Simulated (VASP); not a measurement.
Level of theory: LDA (Ceperley-Alder, Perdew-Zunger), VASP's LDA PAW potentials (set 64) (plane waves; VASP 6.6.1).

VASP ran on this input.

File KPOINTS:
```
kpoints
0
G
 10 10 10
0 0 0
```

**POSCAR**
```
AuAl2
1
   -0.0000000000     2.7670966303     2.7670966303
    2.7670966303    -0.0000000000     2.7670966303
    2.7670966303     2.7670966303     0.0000000000
Al Au
2 1
Direct
  0.2500000000   0.2500000000   0.2500000000
  0.7500000000   0.7500000000   0.7500000000
  1.0000000000   1.0000000000   1.0000000000
```

### INCAR
```
SYSTEM=AuAl2
PREC=Accurate; ENCUT=500; LREAL=.FALSE.
LASPH=.TRUE.
EDIFF=1E-6; NELM=100; ALGO=Normal
LMAXMIX=6
ISMEAR=1; SIGMA=0.1
IBRION=2; NSW=40; ISIF=3
EDIFFG=-0.02; PSTRESS=450
LWAVE=.FALSE.; LCHARG=.FALSE.
```

POTCAR, in this order: Al Au (LDA.64 set). Program: vasp_std.

What VASP printed:

OSZICAR:
```
       N       E                     dE             d eps       ncg     rms          rms(c)
DAV:   1     0.638871914388E+02    0.63887E+02   -0.74240E+03  1160   0.117E+03
DAV:   2    -0.129483138299E+02   -0.76836E+02   -0.71656E+02  1228   0.218E+02
DAV:   3    -0.147490209192E+02   -0.18007E+01   -0.17832E+01  1420   0.331E+01
DAV:   4    -0.147612270238E+02   -0.12206E-01   -0.12197E-01  1304   0.316E+00
DAV:   5    -0.147613546555E+02   -0.12763E-03   -0.12763E-03  1404   0.332E-01    0.127E+01
DAV:   6    -0.132434695850E+02    0.15179E+01   -0.62635E+00  1264   0.294E+01    0.442E+00
DAV:   7    -0.131342269631E+02    0.10924E+00   -0.20290E-01  1220   0.510E+00    0.233E+00
DAV:   8    -0.130803998185E+02    0.53827E-01   -0.21725E-02  1320   0.119E+00    0.431E-01
DAV:   9    -0.130794798844E+02    0.91993E-03   -0.15065E-03  1352   0.431E-01    0.217E-01
DAV:  10    -0.130795133949E+02   -0.33510E-04   -0.10125E-04  1272   0.108E-01    0.390E-02
DAV:  11    -0.130795069579E+02    0.64370E-05   -0.32637E-06  1336   0.136E-02    0.106E-02
DAV:  12    -0.130795069573E+02    0.57480E-09   -0.10782E-07   704   0.303E-03
   1 F= -.11779192E+01 E0= -.11777743E+01  d E =-.117792E+01
```

**OUTCAR**
```
------------------------ aborting loop because EDIFF is reached ----------------------------------------
  FORCE on cell =-STRESS in cart. coord.  units (eV):
  Direction    XX          YY          ZZ          XY          YZ          ZX
  --------------------------------------------------------------------------------------
  Total       11.8903111     11.8903111     11.8903111      0.0000000     -0.0000000     -0.0000000
  in kB      449.5736289    449.5736289    449.5736289      0.0000000     -0.0000000     -0.0000000
  external PRESSURE =      -0.4263711 kB  Pullay stress =     450.0000000 kB
  volume of cell :       42.37
      direct lattice vectors                 reciprocal lattice vectors
     0.000000000  2.767096630  2.767096630    -0.180694810  0.180694810  0.180694810
     2.767096630  0.000000000  2.767096630     0.180694810 -0.180694810  0.180694810
     2.767096630  2.767096630  0.000000000     0.180694810  0.180694810 -0.180694810
 POSITION                                       TOTAL-FORCE (eV/Angst)
 -----------------------------------------------------------------------------------
      1.38355      1.38355      1.38355        -0.000000     -0.000000     -0.000000
      4.15064      4.15064      4.15064         0.000000      0.000000      0.000000
      0.00000      0.00000      0.00000         0.000000     -0.000000      0.000000
 -----------------------------------------------------------------------------------
    total drift:                                0.000000     -0.000000     -0.000000
  FREE ENERGIE OF THE ION-ELECTRON SYSTEM (eV)
  ---------------------------------------------------
  free  energy   TOTEN  =       -13.0795069573 eV

  energy  without entropy=      -13.0790721571  energy(sigma->0) =      -13.07936202
  enthalpy is  TOTEN    =        -1.1779191936 eV   P V=       11.9015877638

 reached required accuracy - stopping structural energy minimisation
```
(Selected blocks of OUTCAR.)

### OUTCAR
```
 val. band max:       10.6665999876   @ k =   0.3000   0.2000   0.0000

 cond. band min:      10.7026329992   @ k =   0.4000   0.1000   0.0000


 Fermi energy:        10.6988690997

 k-point     1 :       0.0000    0.0000    0.0000
  band No.  band energies     occupation
      1      -1.7080      2.00000
      2       2.6288      2.00000
      3       2.6288      2.00000
      4       2.6288      2.00000
      5       3.8636      2.00000
      6       3.8636      2.00000
      7      13.7531      0.00000
      8      13.7531      0.00000
      9      13.7531      0.00000
     10      14.7424      0.00000
     11      15.9084      0.00000
     12      15.9084      0.00000

 k-point     2 :       0.1000    0.0000    0.0000
  band No.  band energies     occupation
      1      -1.5494      2.00000
      2       2.5884      2.00000
      3       2.6731      2.00000
      4       2.6731      2.00000
      5       3.8531      2.00000
      6       3.8531      2.00000
      7      12.0653     -0.00000
      8      13.4055      0.00000
      9      13.4055      0.00000
     10      14.7432      0.00000
     11      16.3328      0.00000
     12      16.3328      0.00000

 k-point     3 :       0.2000    0.0000    0.0000
  band No.  band energies     occupation
      1      -1.0893      2.00000
      2       2.5009      2.00000
      3       2.7784      2.00000
      4       2.7784      2.00000
      5       3.8483      2.00000
      6       3.8483      2.00000
      7       9.6352      2.00000
      8      12.6656     -0.00000
      9      12.6656     -0.00000
     10      14.8424      0.00000
     11      16.1586      0.00000
     12      16.1586      0.00000

 k-point     4 :       0.3000    0.0000    0.0000
  band No.  band energies     occupation
      1      -0.3955      2.00000
      2       2.4666      2.00000
      3       2.8745      2.00000
      4       2.8745      2.00000
      5       3.9044      2.00000
      6       3.9044      2.00000
...
```

Unless said otherwise, spin-orbit coupling is left out, though it shifts the bands of the heavy elements here.

The compound is AuAl2 in the fluorite structure. It was relaxed first under an external pressure of 45 GPa. The electron count is odd and the run is not spin-polarised, which forces a metal.
